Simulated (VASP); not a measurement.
# InAs: how cutoff and mesh change the relaxed cell, part 2 of 2

Aim: test the relaxed volume of InAs against cutoff and mesh. The starting structure is a measured crystal structure from the Crystallography Open Database. The first relaxation on each setting starts from this cell expanded by 3 % in volume.

VASP 6.6.1.

Results so far: reference 28.25 Å³ an atom; a cutoff of 240 eV 28.01 Å³ an atom; a 5×5×5 mesh 28.35 Å³ an atom.

## 5. Relaxation with a cutoff of 600 eV

Level of this step: PBEsol; plane waves and PAW (In_d, As) (VASP).

Against step 2 the input has ENCUT = 600.

INCAR reads:

```
SYSTEM = InAs
PREC = Accurate
ENCUT = 600
EDIFF = 1E-06
NELM = 100
ISMEAR = 0
SIGMA = 0.05
LREAL = .FALSE.
ALGO = Normal
GGA = PS
NBANDS = 15
LORBIT = 11
LWAVE = .FALSE.
LCHARG = .FALSE.
KPAR = 8
IBRION = 2
NSW = 50
ISIF = 3
EDIFFG = -0.006
```

POSCAR reads:

```
InAs
1.0
    0.0000000000      3.0589920495      3.0589920495
    3.0589920495      0.0000000000      3.0589920495
    3.0589920495      3.0589920495      0.0000000000
In As
1 1
Direct
    0.0000000000      0.0000000000      0.0000000000
    0.7500000000      0.7500000000      0.7500000000
```

KPOINTS reads:

```
Automatic mesh
0
Gamma
10 10 10
0 0 0
```

PAW data sets: In_d and As (PBE family, release 64).

Command:

```sh
$ mpirun -np 8 vasp_std
```

Output:

```text
[... set-up lines as in an earlier step ...]
 entering main loop
       N       E                     dE             d eps       ncg     rms          rms(c)
DAV:   1     0.118820763619E+03    0.11882E+03   -0.91386E+03  1410   0.143E+03
DAV:   2    -0.265863434018E+00   -0.11909E+03   -0.11479E+03  1501   0.325E+02
DAV:   3    -0.854704166019E+01   -0.82812E+01   -0.82282E+01  1823   0.839E+01
DAV:   4    -0.876563794532E+01   -0.21860E+00   -0.21854E+00  1719   0.149E+01
[...]
DAV:  10    -0.848744002535E+01   -0.66787E-04   -0.11483E-04  2119   0.149E-01    0.625E-02
DAV:  11    -0.848745957767E+01   -0.19552E-04   -0.54189E-05  1599   0.100E-01    0.467E-02
DAV:  12    -0.848745984257E+01   -0.26490E-06   -0.51456E-06  1587   0.231E-02
   1 F= -.84874598E+01 E0= -.84874212E+01  d E =-.848746E+01
[...]
N       E                     dE             d eps       ncg     rms          rms(c)
DAV:   1    -0.854455869806E+01   -0.57099E-01   -0.12901E+00  1781   0.216E+01    0.153E+00
[...]
DAV:   7    -0.848884311744E+01    0.21259E-05   -0.46822E-06  1732   0.349E-02    0.249E-03
DAV:   8    -0.848884315192E+01   -0.34477E-07   -0.58931E-07   852   0.173E-02
   2 F= -.84888432E+01 E0= -.84888045E+01  d E =-.138331E-02
 trial-energy change:   -0.001383  1 .order   -0.001321   -0.004658    0.002015
 step:   0.7095(harm=  0.6980)  dis= 0.00000  next Energy=    -8.489134 (dE=-0.167E-02)
[...]
N       E                     dE             d eps       ncg     rms          rms(c)
DAV:   1    -0.849378978586E+01   -0.49467E-02   -0.11113E-01  1781   0.654E+00    0.433E-01
DAV:   2    -0.848982717302E+01    0.39626E-02   -0.78406E-03  1753   0.203E+00    0.157E-01
DAV:   3    -0.848914963995E+01    0.67753E-03   -0.19470E-03  1816   0.916E-01    0.868E-02
DAV:   4    -0.848914438996E+01    0.52500E-05   -0.88250E-05  1522   0.874E-02    0.628E-02
DAV:   5    -0.848912815223E+01    0.16238E-04   -0.91226E-06  1646   0.283E-02    0.270E-02
DAV:   6    -0.848912435183E+01    0.38004E-05   -0.39585E-06  2171   0.214E-02    0.421E-03
DAV:   7    -0.848912478917E+01   -0.43734E-06   -0.38045E-07   789   0.109E-02
   3 F= -.84891248E+01 E0= -.84890861E+01  d E =-.166495E-02
[...]
reached required accuracy - stopping structural energy minimisation
```

It took 9.8 s on 8 MPI ranks of Intel Xeon 6975P-C (Granite Rapids), shared host; peak memory 2.1 GiB.

From OUTCAR (step 5):

```text
  Total        0.0042267      0.0042267      0.0042267      0.0000000     -0.0000000     -0.0000000
  in kB        0.1198449      0.1198449      0.1198449      0.0000000     -0.0000000     -0.0000000
  external PRESSURE =       0.1198449 kB  Pullay stress =       0.0000000 kB

 POSITION                                       TOTAL-FORCE (eV/Angst)
 -----------------------------------------------------------------------------------
      0.00000      0.00000      0.00000         0.000000      0.000000      0.000000
      4.56857      4.56857      4.56857        -0.000000     -0.000000     -0.000000
 -----------------------------------------------------------------------------------
    total drift:                                0.000000      0.000000      0.000000

  FREE ENERGIE OF THE ION-ELECTRON SYSTEM (eV)
  ---------------------------------------------------
  free  energy   TOTEN  =        -8.4891247892 eV

  energy  without entropy=       -8.4890475014  energy(sigma->0) =       -8.48908615

[... 2 parts as in an earlier step ...]

[... 2 further parts left out ...]
[key lines of the parts left out:]
E-fermi :   4.1692
```

With a cutoff of 600 eV the cell ends at 28.253 Å³ an atom, +0.00 % from the reference; the bulk modulus is 55.7 GPa against 55.8 GPa.

## 6. Relaxation with a 14×14×14 mesh

Against step 2 the input has a 14×14×14 mesh.

INCAR, as its differences from that of step 5:

```diff
@@ -2,3 +2,3 @@
 PREC = Accurate
-ENCUT = 600
+ENCUT = 450
 EDIFF = 1E-06
```

POSCAR is that of step 5.

KPOINTS reads:

```
Automatic mesh
0
Gamma
14 14 14
0 0 0
```

Command:

```sh
$ mpirun -np 8 vasp_std
```

Output:

```text
[... set-up lines as in an earlier step ...]
 entering main loop
       N       E                     dE             d eps       ncg     rms          rms(c)
DAV:   1     0.107087287933E+03    0.10709E+03   -0.76969E+03  3150   0.115E+03
DAV:   2    -0.139660203135E+01   -0.10848E+03   -0.10454E+03  3288   0.285E+02
DAV:   3    -0.858893701929E+01   -0.71923E+01   -0.71536E+01  4058   0.761E+01
DAV:   4    -0.876736010522E+01   -0.17842E+00   -0.17837E+00  3777   0.136E+01
[...]
DAV:  10    -0.848819261924E+01   -0.66736E-04   -0.11560E-04  4842   0.147E-01    0.634E-02
DAV:  11    -0.848821221063E+01   -0.19591E-04   -0.54512E-05  3589   0.100E-01    0.477E-02
DAV:  12    -0.848821241822E+01   -0.20759E-06   -0.53021E-06  3485   0.229E-02
   1 F= -.84882124E+01 E0= -.84881932E+01  d E =-.848821E+01
[...]
N       E                     dE             d eps       ncg     rms          rms(c)
DAV:   1    -0.854547890388E+01   -0.57267E-01   -0.12931E+00  3953   0.216E+01    0.154E+00
[...]
DAV:   7    -0.848961157940E+01    0.22643E-05   -0.47469E-06  3899   0.344E-02    0.236E-03
DAV:   8    -0.848961160339E+01   -0.23986E-07   -0.57059E-07  1847   0.169E-02
   2 F= -.84896116E+01 E0= -.84895928E+01  d E =-.139919E-02
 trial-energy change:   -0.001399  1 .order   -0.001336   -0.004668    0.001995
 step:   0.7122(harm=  0.7005)  dis= 0.00000  next Energy=    -8.489897 (dE=-0.168E-02)
[...]
N       E                     dE             d eps       ncg     rms          rms(c)
DAV:   1    -0.849448047634E+01   -0.48689E-02   -0.10937E-01  3946   0.647E+00    0.430E-01
DAV:   2    -0.849057786751E+01    0.39026E-02   -0.76957E-03  3890   0.200E+00    0.155E-01
DAV:   3    -0.848991212769E+01    0.66574E-03   -0.19085E-03  4051   0.905E-01    0.866E-02
DAV:   4    -0.848990710833E+01    0.50194E-05   -0.87128E-05  3351   0.854E-02    0.630E-02
DAV:   5    -0.848989095283E+01    0.16155E-04   -0.88718E-06  3776   0.274E-02    0.274E-02
DAV:   6    -0.848988708466E+01    0.38682E-05   -0.40282E-06  4799   0.212E-02    0.415E-03
DAV:   7    -0.848988751719E+01   -0.43253E-06   -0.37906E-07  1833   0.106E-02
   3 F= -.84898875E+01 E0= -.84898686E+01  d E =-.167510E-02
[...]
reached required accuracy - stopping structural energy minimisation
```

It took 11 s on 8 MPI ranks; peak memory 1.9 GiB.

From OUTCAR (step 6):

```text
  Total        0.0041349      0.0041349      0.0041349     -0.0000000      0.0000000     -0.0000000
  in kB        0.1172479      0.1172479      0.1172479     -0.0000000      0.0000000     -0.0000000
  external PRESSURE =       0.1172479 kB  Pullay stress =       0.0000000 kB

 POSITION                                       TOTAL-FORCE (eV/Angst)
 -----------------------------------------------------------------------------------
      0.00000      0.00000      0.00000        -0.000000     -0.000000      0.000000
      4.56847      4.56847      4.56847         0.000000      0.000000     -0.000000
 -----------------------------------------------------------------------------------
    total drift:                               -0.000000     -0.000000     -0.000000

  FREE ENERGIE OF THE ION-ELECTRON SYSTEM (eV)
  ---------------------------------------------------
  free  energy   TOTEN  =        -8.4898875172 eV

  energy  without entropy=       -8.4898497332  energy(sigma->0) =       -8.48986863

[... 1 part as in an earlier step ...]

[... 3 further parts left out ...]
[key lines of the parts left out:]
E-fermi :   4.1748
```

With a 14×14×14 mesh the cell ends at 28.251 Å³ an atom, -0.01 % from the reference; the bulk modulus is 55.8 GPa against 55.8 GPa.

## 7. The runs compared

```csv
run,volume (Å³/atom),change (%),bulk modulus (GPa),pressure left (GPa),core minutes
reference,28.254,-,55.8,0.01,1.07
a cutoff of 240 eV,28.013,-0.85,57.0,0.0,0.773
a 5×5×5 mesh,28.349,0.34,55.6,0.01,0.533
a cutoff of 600 eV,28.253,0.0,55.7,0.01,1.31
a 14×14×14 mesh,28.251,-0.01,55.8,0.01,1.44
```

Core minutes are wall time times ranks, summed over the relaxations behind a row (those for a bulk modulus apart), on shared hosts.

## 8. Outcome

```yaml
volume_of_the_reference: 28.25 Å³/atom
volume_against_the_reference_a_cutoff_of_240_ev: -0.85 %
volume_against_the_reference_a_5x5x5_mesh: +0.34 %
volume_against_the_reference_a_cutoff_of_600_ev: +0.00 %
volume_against_the_reference_a_14x14x14_mesh: -0.01 %
```

In words: The volume moves most with a cutoff of 240 eV: -0.85 % against the reference (450 eV, 10×10×10 mesh). On finer settings it changes by +0.00 % with a cutoff of 600 eV and -0.01 % with a 14×14×14 mesh. A cell that shrinks at the lower cutoff is the usual mark of Pulay stress, the error that a plane-wave basis makes when it is kept while the volume changes. The bulk modulus is more sensitive: it changes by +2.2 % with a cutoff of 240 eV. Further runs on this material are not shown.

[Lines on the potential files, build, host, timing and source positions are cut from VASP's logs without a mark.]

[Logs are printed without paths, hosts, clocks, repeated set-up lines and the standing remarks that a program may print on its own settings, such as how far it seeks lower states.]

[Hosts, paths, dates, database ids (printed as entryN), source tags and the programs' standing remarks are cut or masked in the printed files.]
